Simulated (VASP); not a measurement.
Data:

```
ZnS
1.0
    0.00000     2.77494     2.77494
    2.77494     0.00000     2.77494
    2.77494     2.77494     0.00000
Zn S
1 1
Direct
  0.00000   0.00000   0.00000
  0.25000   0.25000   0.25000
```

Calculation: PBE GGA, VASP's PBE PAW potentials (set 64) (plane waves; VASP). Run with 480 eV cut-off, 8×8×8 Γ-centred mesh, Gaussian smearing of 0.050 eV, potentials Zn S.

**Question.** Predict the energy per atom (σ→0), pressure, band gap (on the k-mesh) with the smallest direct gap where there is one.

**Answer.** 
The band gap (on the k-mesh) comes out as 1.77 eV and the smallest direct gap (on the k-mesh) is 1.77 eV. The energy per atom (σ→0) comes out as -3.413 eV/atom and the pressure comes out as -3.46 GPa.

Only differences to runs with the same potentials and settings are physical.

The compound is ZnS in the zinc blende structure. This cell was strained or had an atom moved on purpose.
